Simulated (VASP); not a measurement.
Output of a VASP run:

File OUTCAR:
```
 ion  position               nearest neighbor table
   1  0.000  0.000  0.000-   2 3.30   2 3.30   2 3.30   2 3.30   2 3.30   2 3.30
   2  0.500  0.500  0.500-   1 3.30   1 3.30   1 3.30   1 3.30   1 3.30   1 3.30
  LATTYP: Found a face centered cubic cell.
 ALAT       =     6.6000000000
 Subroutine PRICEL returns:
 Original cell was already a primitive cell.
 Subroutine GETGRP returns: Found 48 space group operations
The static configuration has the point symmetry O_h .
The dynamic configuration has the point symmetry O_h .
 Subroutine INISYM returns: Found 48 space group operations
 Subroutine IBZKPT returns following result:
 Found     16 irreducible k-points:

 Following reciprocal coordinates:
            Coordinates               Weight
  0.000000  0.000000  0.000000      1.000000
  0.166667  0.000000  0.000000      8.000000
  0.333333  0.000000  0.000000      8.000000
  0.500000  0.000000  0.000000      4.000000
  0.166667  0.166667  0.000000      6.000000
  0.333333  0.166667  0.000000     24.000000
  0.500000  0.166667  0.000000     24.000000
 -0.333333  0.166667  0.000000     24.000000
 -0.166667  0.166667  0.000000     12.000000
  0.333333  0.333333  0.000000      6.000000
  0.500000  0.333333  0.000000     24.000000
 -0.333333  0.333333  0.000000     12.000000
  0.500000  0.500000  0.000000      3.000000
  0.500000  0.333333  0.166667     24.000000
 -0.333333  0.333333  0.166667     24.000000
 -0.333333  0.500000  0.166667     12.000000
   k-points           NKPTS =     16   k-points in BZ     NKDIM =     16   number of bands    NBANDS=     12
   number of dos      NEDOS =    301   number of ions     NIONS =      2
   total plane-waves  NPLWV =  46656
   dimension x,y,z NGX =    36 NGY =   36 NGZ =   36
   dimension x,y,z NGXF=    72 NGYF=   72 NGZF=   72
   ions per type =               1   1
   PREC   = accura    normal or accurate (medium, high low for compatibility)
   ISTART =      0    job   : 0-new  1-cont  2-samecut
   ICHARG =      2    charge: 1-file 2-atom 10-const
   ISPIN  =      1    spin polarized calculation?
   LNONCOLLINEAR =      F non collinear calculations
   LSORBIT =      F    spin-orbit coupling
   INIWAV =      1    electr: 0-lowe 1-rand  2-diag
   ENCUT  =  520.0 eV  38.22 Ry    6.18 a.u.   8.68  8.68  8.68*2*pi/ulx,y,z
   NELM   =    100;   NELMIN=  2; NELMDL= -5     # of ELM steps
   EDIFF  = 0.1E-05   stopping-criterion for ELM
   LREAL  =      F    real-space projection
   NLSPLINE    = F    spline interpolate recip. space projectors
   LMAXMIX     =    4 max onsite mixed and CHGCAR
   VOSKOWN=      0    Vosko Wilk Nusair interpolation
   EDIFFG = -.1E-01   stopping-criterion for IOM
   NSW    =     60    number of steps for IOM
   NBLOCK =      1;   KBLOCK =     60    inner block; outer block
   IBRION =      2    ionic relax: 0-MD 1-quasi-New 2-CG
   NFREE  =      1    steps in history (QN), initial steepest desc. (CG)
   ISIF   =      3    stress and relaxation
   ISYM   =      2    0-nonsym 1-usesym 2-fastsym
   TEIN   =    0.0    initial temperature
   TEBEG  =    0.0;   TEEND  =   0.0 temperature during run
   SMASS  =  -3.00    Nose mass-parameter (am)
   PSTRESS=    0.0 pullay stress
   NELECT =      16.0000    total number of electrons
   EFERMI =   0.00;   METHOD = LEGACY
   ISMEAR =     0;   SIGMA  =   0.05  broadening in eV -4-tet -1-fermi 0-gaus
   IALGO  =     38    algorithm
   LDIAG  =      T    sub-space diagonalisation (order eigenvalues)
   IMIX   =      4    mixing-type and parameters
     AMIX     =   0.40;   BMIX     =  1.00
     AMIX_MAG =   1.60;   BMIX_MAG =  1.00
     AMIN     =   0.10
   METAGGA = R2SCAN    functional components
   VOSKOWN =     0    Vosko Wilk Nusair interpolation
   LHFCALC =     F    Hartree Fock is set to
   LHFONE  =     F    Hartree Fock one center treatment
   AEXX    =    0.0000 exact exchange contribution
   IVDW    =     0    specifies the selected vdW correction
   LEPSILON=     F    determine dielectric tensor
   LRPA    =     F    only Hartree local field effects (RPA)
...
```

OSZICAR:
```
       N       E                     dE             d eps       ncg     rms          rms(c)
DAV:   1     0.857490211681E+02    0.85749E+02   -0.70828E+03   384   0.119E+03
DAV:   2    -0.201383858986E+02   -0.10589E+03   -0.96870E+02   460   0.281E+02
DAV:   3    -0.267373063764E+02   -0.65989E+01   -0.65514E+01   492   0.632E+01
DAV:   4    -0.270161625812E+02   -0.27886E+00   -0.27842E+00   692   0.117E+01
DAV:   5    -0.270180704289E+02   -0.19078E-02   -0.19078E-02   488   0.109E+00    0.295E+00
DAV:   6    -0.236383574192E+02    0.33797E+01   -0.14091E+00   612   0.122E+01    0.197E+00
DAV:   7    -0.230456788718E+02    0.59268E+00   -0.37272E-01   724   0.640E+00    0.608E-01
DAV:   8    -0.237729115689E+02   -0.72723E+00   -0.35775E-01   420   0.554E+00    0.580E-01
DAV:   9    -0.232011296645E+02    0.57178E+00   -0.19131E-01   400   0.486E+00    0.383E-01
DAV:  10    -0.232302703898E+02   -0.29141E-01   -0.32704E-02   416   0.233E+00    0.186E-01
DAV:  11    -0.232392786161E+02   -0.90082E-02   -0.34273E-02   396   0.210E+00    0.107E-01
DAV:  12    -0.232475254557E+02   -0.82468E-02   -0.47430E-03   424   0.802E-01    0.879E-02
DAV:  13    -0.232485799372E+02   -0.10545E-02   -0.69303E-04   512   0.319E-01    0.254E-02
DAV:  14    -0.232484877085E+02    0.92229E-04   -0.77258E-05   444   0.116E-01    0.131E-02
DAV:  15    -0.232484910081E+02   -0.32996E-05   -0.32123E-06   528   0.190E-02    0.166E-02
DAV:  16    -0.232485546177E+02   -0.63610E-04   -0.14162E-05   428   0.495E-02    0.598E-03
DAV:  17    -0.232485902735E+02   -0.35656E-04   -0.18764E-05   416   0.543E-02    0.337E-03
DAV:  18    -0.232485911549E+02   -0.88139E-06   -0.78150E-07   316   0.124E-02
   1 F= -.23248591E+02 E0= -.23248591E+02  d E =-.232486E+02
       N       E                     dE             d eps       ncg     rms          rms(c)
DAV:   1    -0.232489863959E+02   -0.39612E-03   -0.96122E-03   420   0.104E+00    0.106E-01
DAV:   2    -0.232487137920E+02    0.27260E-03   -0.69586E-04   560   0.257E-01    0.516E-02
DAV:   3    -0.232486368197E+02    0.76972E-04   -0.32433E-04   656   0.160E-01    0.224E-02
DAV:   4    -0.232486403756E+02   -0.35559E-05   -0.85427E-06   424   0.324E-02    0.129E-02
DAV:   5    -0.232486166363E+02    0.23739E-04   -0.23700E-05   420   0.659E-02    0.210E-03
DAV:   6    -0.232486356211E+02   -0.18985E-04   -0.38219E-05   400   0.858E-02    0.196E-03
DAV:   7    -0.232486325731E+02    0.30480E-05   -0.85030E-06   400   0.407E-02    0.978E-04
DAV:   8    -0.232486331867E+02   -0.61357E-06   -0.28823E-07   368   0.626E-03
   2 F= -.23248633E+02 E0= -.23248633E+02  d E =-.420318E-04
```

File OUTCAR:
```
------------------------ aborting loop because EDIFF is reached ----------------------------------------
  FORCE on cell =-STRESS in cart. coord.  units (eV):
  Direction    XX          YY          ZZ          XY          YZ          ZX
  --------------------------------------------------------------------------------------
  Total        0.0106020      0.0106020      0.0106020     -0.0000000     -0.0000000      0.0000000
  in kB        0.2358421      0.2358421      0.2358421     -0.0000000     -0.0000000      0.0000000
  external PRESSURE =       0.2358421 kB  Pullay stress =       0.0000000 kB
  volume of cell :       72.02
      direct lattice vectors                 reciprocal lattice vectors
     0.000000000  3.302294772  3.302294772    -0.151409863  0.151409863  0.151409863
     3.302294772  0.000000000  3.302294772     0.151409863 -0.151409863  0.151409863
     3.302294772  3.302294772 -0.000000000     0.151409863  0.151409863 -0.151409863
  FREE ENERGIE OF THE ION-ELECTRON SYSTEM (eV)
  ---------------------------------------------------
  free  energy   TOTEN  =       -23.2486331867 eV

  energy  without entropy=      -23.2486331867  energy(sigma->0) =      -23.24863319

 reached required accuracy - stopping structural energy minimisation
```
(Selected blocks of OUTCAR.)

**POSCAR**
```
KBr
1
    0.0000000000     3.3000000000     3.3000000000
    3.3000000000     0.0000000000     3.3000000000
    3.3000000000     3.3000000000     0.0000000000
K Br
1 1
Direct
  0.0000000000   0.0000000000   0.0000000000
  0.5000000000   0.5000000000   0.5000000000
```

**Question.** Reconstruct the remaining input files.

**Answer.** One answer among several that fit: the input of the run itself, r2SCAN meta-GGA, plane waves, VASP's PBE PAW potentials (set 64).

**INCAR**
```
SYSTEM = KBr
PREC = Accurate
ENCUT = 520
EDIFF = 1E-6
NELM = 100
ALGO = Normal
LREAL = .FALSE.
LASPH = .TRUE.
ISMEAR = 0
SIGMA = 0.05
METAGGA = R2SCAN
LMIXTAU = .TRUE.
LMAXMIX = 4
LWAVE = .FALSE.
LCHARG = .FALSE.
IBRION = 2
ISIF = 3
NSW = 60
EDIFFG = -0.01
```

**KPOINTS**
```
K-points
0
G
6 6 6
```

POTCAR, in this order: K_sv Br (PBE.64 set). Program: vasp_std.

The compound is KBr in the rock salt structure. This run relaxes it. Symmetry was kept, so distortions that lower it aren't found.
